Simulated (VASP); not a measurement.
Input for VASP

### POSCAR
```
ZnF2
1.0
  4.6914699491   0.0000000000   0.0000000000
  0.0000000000   4.6914699491   0.0000000000
  0.0000000000   0.0000000000   3.1311521700
Zn F
2 4
Cartesian
  0.0000000000   0.0000000000   0.0000000000
  2.3457349746   2.3457349746   1.5655760850
  1.4216601194   1.4216601194   0.0000000000
  3.7673950939   0.9240748552   1.5655760850
  0.9240748552   3.7673950939   1.5655760850
  3.2698098297   3.2698098297   0.0000000000
```

INCAR:
```
SYSTEM = ZnF2
PREC = Accurate
ENCUT = 520
EDIFF = 1E-7
NELM = 100
ALGO = Normal
LREAL = .FALSE.
LASPH = .TRUE.
ISMEAR = 0
SIGMA = 0.05
GGA = MK
PARAM1 = 0.1234
PARAM2 = 1.0
LUSE_VDW = .TRUE.
AGGAC = 0.0
LMAXMIX = 4
LWAVE = .FALSE.
LCHARG = .FALSE.
ISIF = 4
IBRION = 2
NSW = 30
EDIFFG = -0.01
```

File KPOINTS:
```
K-points
0
gamma
 5 5 7
0 0 0
```

POTCAR, in this order: Zn F (PBE.64 set). Program: vasp_std.

**Question.** Translate this optB86b-vdW calculation to Quantum ESPRESSO's pw.x.

**Answer.** One equivalent input (not run):
```
&CONTROL
  calculation = 'vc-relax'
  pseudo_dir = './pseudo'
  outdir = './out'
  tprnfor = .true.
  tstress = .true.
  nstep = 30
  forc_conv_thr = 0.00039
/
&SYSTEM
  ibrav = 0
  nat = 6
  ntyp = 2
  ecutwfc = 84
  occupations = 'smearing'
  smearing = 'gaussian'
  degauss = 0.003675
  input_dft = 'vdw-df-ob86'
/
&ELECTRONS
  conv_thr = 7.3e-09
  electron_maxstep = 100
/
&IONS
/
&CELL
  cell_dofree = 'shape'
/
ATOMIC_SPECIES
  Zn 65.380 Zn.upf
  F 18.998 F.upf
CELL_PARAMETERS angstrom
     4.6914699    0.0000000    0.0000000
     0.0000000    4.6914699    0.0000000
     0.0000000    0.0000000    3.1311522
ATOMIC_POSITIONS crystal
  Zn   0.0000000  0.0000000  0.0000000
  Zn   0.5000000  0.5000000  0.5000000
  F    0.3030308  0.3030308  0.0000000
  F    0.8030308  0.1969692  0.5000000
  F    0.1969692  0.8030308  0.5000000
  F    0.6969692  0.6969692  0.0000000
K_POINTS automatic
  5 5 7 0 0 0
```
The two are equivalent in intent, not identical: the potentials are each code's own (VASP's PAW set, PseudoDojo norm-conserving files in pw.x), so ENCUT and ecutwfc are chosen apart and not converted; conv_thr bounds pw.x's estimated SCF error, while EDIFF bounds the energy change between steps; forc_conv_thr acts on force components and is met together with etot_conv_thr.

The compound is ZnF2 in the rutile structure. This cell is one point of a volume scan, at 0.97 of the reference volume. Symmetry was kept, so distortions that lower it aren't found.
